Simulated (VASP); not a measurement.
## TiAlRe: the relaxed cell at several levels

Wanted: equilibrium cells of TiAlRe at many levels, with their cost. The levels: PBE, LDA, PBEsol, r2SCAN, PBE + D3(BJ), optPBE-vdW, optB88-vdW, PBE + D3 and TPSS + D3(BJ). The cell is invented: it takes the structure of a Materials Project entry for TiAlPt (space group 194 there), with some of its atoms replaced by other elements, volume scaled by an estimate. It may not be a known or stable phase. LASPH is on for some levels and off for others; the table marks which.

Program: VASP 6.6.1. Level of theory: PBE; plane waves and PAW (Re, Ti_sv, Al), in the first sound run; inputs show where later runs differ. Results are calculated unless marked as measured.

### 1. The structure

Before any relaxation, the start is as follows. It takes space group P6_3/mmc (No. 194, hexagonal). The conventional cell has a = 4.442 Å, b = 4.442 Å, c = 5.438 Å, α = 90.00°, β = 90.00°, γ = 120.00°. Re has 5 Al at 2.56 to 2.72 Å and 6 Ti at 2.90 Å nearest. Nearest to Ti lie 2 Ti at 2.72 Å and 6 Al at 2.90 Å and 6 Re at 2.90 Å. Al has 5 Re at 2.56 to 2.72 Å and 6 Ti at 2.90 Å nearest. It derives from TiAlPt. it takes the structure of a Materials Project entry for TiAlPt (space group 194 there), with some of its atoms replaced by other elements, volume scaled by an estimate. Farther neighbours are not listed.

As a file:

```
Re Ti Al
1.0
     4.44164    0.00000    0.00000
    -2.22082    3.84657    0.00000
     0.00000    0.00000    5.43806
Re Ti Al
2 2 2
Cartesian
  2.2208 1.2822 1.3595
  0.0000 2.5644 4.0785
  0.0000 0.0000 0.0000
  0.0000 0.0000 2.7190
  0.0000 2.5644 1.3595
  2.2208 1.2822 4.0785
```

### 2. Rough relaxation of the start cell

The start is only an estimate, so a cheap relaxation brings it near a minimum before any careful run. PBE, the usual starting point, adds the gradient of the density.

INCAR

```
SYSTEM = TiAlRe
PREC = Normal
ENCUT = 400
EDIFF = 1E-05
NELM = 60
ISMEAR = -1
SIGMA = 0.05
LREAL = .FALSE.
ALGO = Fast
GGA = PE
NBANDS = 28
LORBIT = 11
LWAVE = .FALSE.
LCHARG = .FALSE.
KPAR = 2
IBRION = 2
NSW = 40
ISIF = 3
EDIFFG = -0.04
```

POSCAR

```
TiAlRe
1.0
    4.4416360000      0.0000000000      0.0000000000
   -2.2208180000      3.8465700000      0.0000000000
    0.0000000000      0.0000000000      5.4380610000
Re Ti Al
2 2 2
Direct
    0.6666666700      0.3333333300      0.2500000000
    0.3333333300      0.6666666700      0.7500000000
    0.0000000000      0.0000000000      0.0000000000
    0.0000000000      0.0000000000      0.5000000000
    0.3333333300      0.6666666700      0.2500000000
    0.6666666700      0.3333333300      0.7500000000
```

KPOINTS

```
Automatic mesh
0
Gamma
4 4 3
0 0 0
```

The projector-augmented-wave data sets are Re, Ti_sv and Al (PBE family, release 64).

Command:

```console
$ mpirun -np 2 vasp_std
```

What it wrote:

```text
[banner, memory and clock lines left out]
running    2 mpi-ranks, on    1 nodes
 distrk:  each k-point on    1 cores,    2 groups
 distr:  one band on    1 cores,    1 groups

 POSCAR found type information on POSCAR ReTiAl
 POSCAR found :  3 types and       6 ions
 LDA part: xc-table for (Slater+PW92), standard interpolation
 POSCAR, INCAR and KPOINTS ok, starting setup
 FFT: planning ... GRIDC
 FFT: planning ... GRID_SOFT
 FFT: planning ... GRID
 WAVECAR not read
 entering main loop
       N       E                     dE             d eps       ncg     rms          rms(c)
DAV:   1     0.327134876389E+03    0.32713E+03   -0.18604E+04   840   0.167E+03
DAV:   2    -0.149013431046E+02   -0.34204E+03   -0.33458E+03   748   0.609E+02
DAV:   3    -0.488526629012E+02   -0.33951E+02   -0.32779E+02   896   0.159E+02
DAV:   4    -0.528394589851E+02   -0.39868E+01   -0.38726E+01   800   0.347E+01
DAV:   5    -0.538710686183E+02   -0.10316E+01   -0.10225E+01   832   0.150E+01    0.370E+01
RMM:   6    -0.504899975967E+02    0.33811E+01   -0.31489E+01   730   0.438E+01    0.193E+01
RMM:   7    -0.491378572885E+02    0.13521E+01   -0.64112E+00   609   0.448E+01    0.633E+00
RMM:   8    -0.488865767746E+02    0.25128E+00   -0.54079E+00   727   0.155E+01    0.227E+00
RMM:   9    -0.489598521742E+02   -0.73275E-01   -0.13014E+00   750   0.693E+00    0.213E+00
RMM:  10    -0.489640556247E+02   -0.42035E-02   -0.48304E-01   735   0.453E+00    0.138E+00
RMM:  11    -0.489902125563E+02   -0.26157E-01   -0.32261E-01   744   0.278E+00    0.369E-01
RMM:  13    -0.490096170572E+02   -0.96100E-02   -0.11113E-01   744   0.130E+00    0.915E-02
RMM:  14    -0.490142831028E+02   -0.46660E-02   -0.48610E-02   738   0.100E+00    0.843E-02
RMM:  15    -0.490192130444E+02   -0.49299E-02   -0.50499E-02   727   0.748E-01    0.800E-02
RMM:  16    -0.490215134002E+02   -0.23004E-02   -0.24150E-02   662   0.637E-01    0.990E-02
RMM:  17    -0.490243270899E+02   -0.28137E-02   -0.27818E-02   697   0.573E-01    0.209E-01
RMM:  18    -0.490255697535E+02   -0.12427E-02   -0.14555E-02   631   0.464E-01    0.216E-01
RMM:  19    -0.490269733925E+02   -0.14036E-02   -0.15267E-02   601   0.382E-01    0.246E-01
RMM:  20    -0.490277347222E+02   -0.76133E-03   -0.83850E-03   612   0.364E-01    0.259E-01
RMM:  21    -0.490287013558E+02   -0.96663E-03   -0.90638E-03   586   0.309E-01    0.302E-01
RMM:  22    -0.490288493757E+02   -0.14802E-03   -0.49166E-03   608   0.315E-01    0.279E-01
RMM:  23    -0.490293601475E+02   -0.51077E-03   -0.52252E-03   601   0.299E-01    0.298E-01
RMM:  24    -0.490296501635E+02   -0.29002E-03   -0.30921E-03   572   0.249E-01    0.309E-01
RMM:  25    -0.490299483656E+02   -0.29820E-03   -0.30567E-03   503   0.216E-01    0.323E-01
RMM:  26    -0.490300742000E+02   -0.12583E-03   -0.19296E-03   498   0.220E-01    0.324E-01
RMM:  27    -0.490303089291E+02   -0.23473E-03   -0.19076E-03   501   0.219E-01    0.342E-01
RMM:  28    -0.490305400857E+02   -0.23116E-03   -0.13179E-03   505   0.208E-01    0.359E-01
RMM:  29    -0.490304852001E+02    0.54886E-04   -0.11249E-03   511   0.177E-01    0.344E-01
RMM:  30    -0.490301561603E+02    0.32904E-03   -0.81969E-04   545   0.203E-01    0.291E-01
RMM:  31    -0.490301240269E+02    0.32133E-04   -0.76280E-04   582   0.201E-01    0.269E-01
RMM:  32    -0.490302519941E+02   -0.12797E-03   -0.51736E-04   493   0.157E-01    0.282E-01
RMM:  33    -0.490303357733E+02   -0.83779E-04   -0.41556E-04   435   0.130E-01    0.289E-01
RMM:  34    -0.490304125616E+02   -0.76788E-04   -0.34656E-04   417   0.159E-01    0.297E-01
RMM:  35    -0.490304305101E+02   -0.17948E-04   -0.26908E-04   411   0.190E-01    0.297E-01
RMM:  36    -0.490304418435E+02   -0.11333E-04   -0.24546E-04   408   0.184E-01    0.299E-01
RMM:  37    -0.490304467996E+02   -0.49561E-05   -0.18402E-04   375   0.160E-01    0.298E-01
RMM:  38    -0.490304108701E+02    0.35929E-04   -0.15582E-04   383   0.171E-01    0.293E-01
RMM:  39    -0.490304204062E+02   -0.95361E-05   -0.13429E-04   369   0.153E-01    0.293E-01
RMM:  40    -0.490304094808E+02    0.10925E-04   -0.10622E-04   389   0.202E-01    0.293E-01
RMM:  41    -0.490304184416E+02   -0.89608E-05   -0.89493E-05   385   0.172E-01
   1 F= -.49030418E+02 E0= -.49007248E+02  d E =-.490304E+02
 curvature:   0.00 expect dE= 0.000E+00 dE for cont linesearch  0.000E+00
 trial: gam= 0.00000 g(F)=  0.294E-43 g(S)=  0.112E+00 ort = 0.000E+00 (trialstep = 0.100E+01)
 search vector abs. value=  0.112E+00
 bond charge predicted
       N       E                     dE             d eps       ncg     rms          rms(c)
DAV:   1    -0.492984078412E+02   -0.26800E+00   -0.19461E+01   644   0.102E+02    0.725E+00
RMM:   2    -0.490943202744E+02    0.20409E+00   -0.17678E+00   653   0.228E+01    0.232E+00
RMM:   3    -0.491047763238E+02   -0.10456E-01   -0.64777E-01   646   0.113E+01    0.346E+00
RMM:   4    -0.490511252456E+02    0.53651E-01   -0.30308E-01   699   0.522E+00    0.133E+00
RMM:   5    -0.490451297252E+02    0.59955E-02   -0.78222E-02   732   0.222E+00    0.342E-01
RMM:   6    -0.490488155982E+02   -0.36859E-02   -0.55129E-02   741   0.131E+00    0.169E-01
RMM:   7    -0.490510649967E+02   -0.22494E-02   -0.25826E-02   751   0.842E-01    0.956E-02
RMM:   8    -0.490531213779E+02   -0.20564E-02   -0.22534E-02   730   0.638E-01    0.109E-01
RMM:   9    -0.490541523591E+02   -0.10310E-02   -0.11361E-02   729   0.691E-01    0.632E-02
RMM:  10    -0.490553486995E+02   -0.11963E-02   -0.13456E-02   679   0.505E-01    0.257E-02
RMM:  11    -0.490559103261E+02   -0.56163E-03   -0.64606E-03   624   0.392E-01    0.198E-02
RMM:  12    -0.490565606613E+02   -0.65034E-03   -0.71238E-03   607   0.367E-01    0.285E-02
RMM:  13    -0.490569120511E+02   -0.35139E-03   -0.41434E-03   583   0.338E-01    0.652E-02
RMM:  14    -0.490572991831E+02   -0.38713E-03   -0.41226E-03   577   0.333E-01    0.874E-02
RMM:  15    -0.490575583675E+02   -0.25918E-03   -0.31216E-03   590   0.297E-01    0.928E-02
RMM:  16    -0.490577838578E+02   -0.22549E-03   -0.24853E-03   545   0.248E-01    0.106E-01
RMM:  17    -0.490579403898E+02   -0.15653E-03   -0.17089E-03   547   0.258E-01    0.114E-01
RMM:  18    -0.490580565242E+02   -0.11613E-03   -0.13603E-03   548   0.249E-01    0.124E-01
RMM:  19    -0.490581478001E+02   -0.91276E-04   -0.10984E-03   509   0.205E-01    0.125E-01
RMM:  20    -0.490582003562E+02   -0.52556E-04   -0.78704E-04   494   0.206E-01    0.129E-01
RMM:  21    -0.490582538152E+02   -0.53459E-04   -0.67475E-04   479   0.202E-01    0.131E-01
RMM:  22    -0.490582932493E+02   -0.39434E-04   -0.45044E-04   486   0.207E-01    0.136E-01
RMM:  23    -0.490583412669E+02   -0.48018E-04   -0.59265E-04   450   0.178E-01    0.142E-01
RMM:  24    -0.490583574494E+02   -0.16183E-04   -0.23988E-04   428   0.170E-01    0.143E-01
RMM:  25    -0.490583746009E+02   -0.17152E-04   -0.25836E-04   428   0.183E-01    0.145E-01
RMM:  26    -0.490583826053E+02   -0.80044E-05   -0.12292E-04   433   0.194E-01    0.150E-01
RMM:  27    -0.490583963849E+02   -0.13780E-04   -0.17216E-04   430   0.200E-01    0.153E-01
RMM:  28    -0.490583828517E+02    0.13533E-04   -0.79696E-05   421   0.186E-01    0.151E-01
RMM:  29    -0.490583685115E+02    0.14340E-04   -0.74375E-05   390   0.177E-01    0.145E-01
RMM:  30    -0.490583591131E+02    0.93984E-05   -0.24945E-05   408   0.194E-01
   2 F= -.49058359E+02 E0= -.49040513E+02  d E =-.279407E-01
[...]
3 F= -.49066770E+02 E0= -.49047145E+02  d E =-.363518E-01
[...]
4 F= -.49069501E+02 E0= -.49052036E+02  d E =-.273083E-02
 trial-energy change:   -0.002731  1 .order   -0.003369   -0.031029    0.024290
 step:   0.5075(harm=  0.5236)  dis= 0.00000  next Energy=   -49.075103 (dE=-0.833E-02)
 bond charge predicted
       N       E                     dE             d eps       ncg     rms          rms(c)
DAV:   1    -0.491006613573E+02   -0.31168E-01   -0.11327E+00   704   0.206E+01    0.162E+00
RMM:   2    -0.491224048629E+02   -0.21744E-01   -0.26382E-01   697   0.589E+00    0.186E+00
RMM:   3    -0.490747671193E+02    0.47638E-01   -0.43850E-02   583   0.400E+00    0.457E-01
RMM:   4    -0.490746347910E+02    0.13233E-03   -0.30259E-02   724   0.135E+00    0.426E-01
RMM:   5    -0.490740928203E+02    0.54197E-03   -0.77610E-03   722   0.602E-01    0.888E-02
RMM:   6    -0.490743196668E+02   -0.22685E-03   -0.33317E-03   713   0.374E-01    0.626E-02
RMM:   7    -0.490745548810E+02   -0.23521E-03   -0.25357E-03   663   0.247E-01    0.424E-02
RMM:   8    -0.490746527007E+02   -0.97820E-04   -0.10945E-03   576   0.278E-01    0.303E-02
RMM:   9    -0.490747631986E+02   -0.11050E-03   -0.12514E-03   555   0.224E-01    0.363E-02
RMM:  10    -0.490748097976E+02   -0.46599E-04   -0.53574E-04   535   0.199E-01    0.198E-02
RMM:  11    -0.490748681388E+02   -0.58341E-04   -0.62976E-04   486   0.163E-01    0.357E-02
RMM:  12    -0.490748888609E+02   -0.20722E-04   -0.24623E-04   463   0.183E-01    0.402E-02
RMM:  13    -0.490749188463E+02   -0.29985E-04   -0.32063E-04   456   0.187E-01    0.435E-02
RMM:  14    -0.490749314512E+02   -0.12605E-04   -0.14074E-04   448   0.175E-01    0.394E-02
RMM:  15    -0.490749452245E+02   -0.13773E-04   -0.15423E-04   430   0.153E-01    0.464E-02
RMM:  16    -0.490749504531E+02   -0.52286E-05   -0.64783E-05   414   0.147E-01
   5 F= -.49074950E+02 E0= -.49056755E+02  d E =-.818017E-02
 curvature:  -0.33 expect dE=-0.122E-03 dE for cont linesearch -0.544E-05
 trial: gam= 0.07784 g(F)=  0.335E-44 g(S)=  0.364E-03 ort =-0.831E-03 (trialstep = 0.848E+00)
 search vector abs. value=  0.492E-03
 reached required accuracy - stopping structural energy minimisation
```

Elapsed: 42 s, on 2 MPI ranks of Intel Xeon Platinum 8259CL at 2.50GHz (Skylake/Cascade Lake), shared host; peak memory 0.3 GiB; 82 s of CPU time.

Lines that name or quote the potential files are left out of all logs, and their timing lines are given in words.

From OUTCAR (step 2):

```text
ion  position               nearest neighbor table
   1  0.667  0.333  0.250-   5 2.56   5 2.56   5 2.56   6 2.72   6 2.72   3 2.90   4 2.90   3 2.90
                             4 2.90   3 2.90   4 2.90
   2  0.333  0.667  0.750-   6 2.56   6 2.56   6 2.56   5 2.72   5 2.72   3 2.90   4 2.90   4 2.90
                             3 2.90   4 2.90   3 2.90
   3  0.000  0.000  0.000-   4 2.72   4 2.72   1 2.90   5 2.90   6 2.90   2 2.90   1 2.90   6 2.90
                             2 2.90   5 2.90   1 2.90   6 2.90   2 2.90   5 2.90
   4  0.000  0.000  0.500-   3 2.72   3 2.72   1 2.90   5 2.90   6 2.90   2 2.90   1 2.90   6 2.90
                             2 2.90   5 2.90   1 2.90   6 2.90   2 2.90   5 2.90
   5  0.333  0.667  0.250-   1 2.56   1 2.56   1 2.56   2 2.72   2 2.72   3 2.90   4 2.90   4 2.90
                             3 2.90   4 2.90   3 2.90
   6  0.667  0.333  0.750-   2 2.56   2 2.56   2 2.56   1 2.72   1 2.72   3 2.90   4 2.90   3 2.90
                             4 2.90   3 2.90   4 2.90

  LATTYP: Found a hexagonal cell.
 ALAT       =     4.4416360000
 C/A-ratio  =     1.2243373838

 Subroutine GETGRP returns: Found 24 space group operations
 (whereof 12 operations were pure point group operations)

The static configuration has the point symmetry D_3d.
 The point group associated with its full space group is D_6h.

 Found      8 irreducible k-points:

   k-points           NKPTS =      8   k-points in BZ     NKDIM =      8   number of bands    NBANDS=     28

   dimension x,y,z NGX =    24 NGY =   24 NGZ =   28
   dimension x,y,z NGXF=    48 NGYF=   48 NGZF=   56

   ENCUT  =  400.0 eV  29.40 Ry    5.42 a.u.   7.24  7.24  8.87*2*pi/ulx,y,z

   NELECT =      44.0000    total number of electrons

 k-points in reciprocal lattice and weights: Automatic mesh
   0.00000000  0.00000000  0.00000000       0.021
   0.25000000 -0.00000000  0.00000000       0.125
   0.50000000 -0.00000000  0.00000000       0.062
   0.25000000  0.25000000  0.00000000       0.125
   0.00000000  0.00000000  0.33333333       0.042
   0.25000000 -0.00000000  0.33333333       0.250
   0.50000000 -0.00000000  0.33333333       0.125
   0.25000000  0.25000000  0.33333333       0.250

 average (electrostatic) potential at core
       1 -38.2514       2 -38.2514       3 -72.3688       4 -72.3688       5 -71.1410
       6 -71.1410

 E-fermi :   8.4128

 k-point     1 :       0.0000    0.0000    0.0000
  band No.  band energies     occupation
    ...
     18       6.0123      2.00000
     19       7.2980      2.00000
     20       7.2980      2.00000
     21       8.3424      1.60691
     22       8.3424      1.60690
     23       8.5069      0.26430
     24       8.9333      0.00006
     25      10.3091      0.00000
     26      10.3092      0.00000
     27      10.8701      0.00000
    ...

 k-point     2 :       0.2500   -0.0000    0.0000
  band No.  band energies     occupation
    ...
     18       6.3992      2.00000
     19       6.9595      2.00000
     20       7.2965      2.00000
     21       8.1323      1.99271
     22       8.2877      1.84844
     23       8.6810      0.00931
     24       9.2079      0.00000
     25       9.5733      0.00000
     26       9.7734      0.00000
     27      10.4514      0.00000
    ...

 k-point     3 :       0.5000   -0.0000    0.0000
  band No.  band energies     occupation
    ...
     19       6.9930      2.00000
     20       7.5992      2.00000
     21       7.7961      1.99999
     22       7.8748      1.99996
     23       7.8899      1.99994
     24       8.7700      0.00158
     25       8.8102      0.00071
     26       9.3603      0.00000
     27      10.2914      0.00000
     28      10.5042      0.00000

  Total       -0.1031719     -0.1031719     -0.1548095      0.0000000      0.0000000      0.0000000
  in kB       -1.8059866     -1.8059869     -2.7098852      0.0000000      0.0000000      0.0000000
  external PRESSURE =      -2.1072862 kB  Pullay stress =       0.0000000 kB

  energy-cutoff  :      400.00
  volume of cell :       91.53
      direct lattice vectors                 reciprocal lattice vectors
     4.463997339  0.000000000  0.000000000     0.224014470  0.129334802  0.000000000
    -2.231998669  3.865935493 -0.000000000     0.000000000  0.258669603  0.000000000
     0.000000000 -0.000000000  5.303698748     0.000000000  0.000000000  0.188547662

 POSITION                                       TOTAL-FORCE (eV/Angst)
 -----------------------------------------------------------------------------------
      2.23200      1.28865      1.32592        -0.000000      0.000000      0.000000
     -0.00000      2.57729      3.97777         0.000000     -0.000000     -0.000000
      0.00000      0.00000      0.00000         0.000000     -0.000000      0.000000
      0.00000     -0.00000      2.65185        -0.000000     -0.000000      0.000000
     -0.00000      2.57729      1.32592        -0.000000     -0.000000      0.000000
      2.23200      1.28865      3.97777        -0.000000      0.000000      0.000000
 -----------------------------------------------------------------------------------
    total drift:                               -0.000006      0.000004      0.000000

  FREE ENERGIE OF THE ION-ELECTRON SYSTEM (eV)
  ---------------------------------------------------
  free  energy   TOTEN  =       -49.0749504531 eV

  energy  without entropy=      -49.0385591066  energy(sigma->0) =      -49.05675478

 reached required accuracy - stopping structural energy minimisation

 total charge
# of ion       s       p       d       tot
------------------------------------------
    1        0.585   0.434   4.977   5.996
    2        0.585   0.434   4.977   5.996
    3        2.213   6.162   1.911  10.285
    4        2.213   6.162   1.911  10.285
    5        0.420   0.434   0.000   0.853
    6        0.420   0.434   0.000   0.853
--------------------------------------------------
tot          6.435  14.059  13.775  34.269

[... 3 further parts left out ...]
```

The k-mesh is coarse for a metal. This relaxation is a rough one on cheap settings, only to bring the start near its minimum. The data set Re keeps the semicore shell frozen, which is cheaper and a little less accurate. The run keeps the 24 symmetry operations of its start, so it cannot find a distortion of lower symmetry.

Relaxation path:

```tsv
step	energy less that of the first step (eV)	largest force (eV/Å)	pressure (GPa)	volume (Å³)
1	0.0000	0.0000	-2.28	92.91
2	-0.0279	0.0000	3.05	89.96
3	-0.0364	0.0000	1.59	90.94
4	-0.0391	0.0000	-0.95	92.02
5	-0.0445	0.0000	-0.21	91.53
```

```tsv
conventional cell, symmetrised	before	after	change
a (Å)	4.442	4.464	+0.5 %
b (Å)	4.442	4.464	+0.5 %
c (Å)	5.438	5.304	-2.5 %
volume (Å³/atom)	15.48	15.25	-1.5 %
```

Final coordinates:

```cif
data_structure
_symmetry_space_group_name_H-M 'P 1'
_symmetry_Int_Tables_number 1
_cell_length_a 4.4640
_cell_length_b 4.4640
_cell_length_c 5.3037
_cell_angle_alpha 90.000
_cell_angle_beta 90.000
_cell_angle_gamma 120.000
_cell_volume 91.53
loop_
_atom_site_label
_atom_site_type_symbol
_atom_site_fract_x
_atom_site_fract_y
_atom_site_fract_z
_atom_site_occupancy
Re1 Re 0.66667 0.33333 0.25000 1
Re2 Re 0.33333 0.66667 0.75000 1
Ti3 Ti 0.00000 0.00000 0.00000 1
Ti4 Ti 0.00000 0.00000 0.50000 1
Al5 Al 0.33333 0.66667 0.25000 1
Al6 Al 0.66667 0.33333 0.75000 1
```

This step gave:

- electrons: 44
- bands: 28
- irreducible k-points: 8
- symmetry operations: 24
- free energy (TOTEN): -49.07 eV
- energy at zero smearing: -49.06 eV
- Fermi energy: 8.413 eV
- pressure: -0.2107 GPa
- metallic: yes
- SCF cycles over all ionic steps: 129

It ends with forces that vanish by symmetry and a pressure of -0.21 GPa.

(Continued in part 2 of 4.)

[Lines on the potential files, build, host, timing and source positions are cut from VASP's logs without a mark.]

[Logs are printed without paths, hosts, clocks, repeated set-up lines and the standing remarks that a program may print on its own settings, such as how far it seeks lower states.]

[Hosts, paths, dates, database ids (printed as entryN), source tags and the programs' standing remarks are cut or masked in the printed files.]

[A measured line is paired with the nearest computed mode of its activity, which favours agreement.]
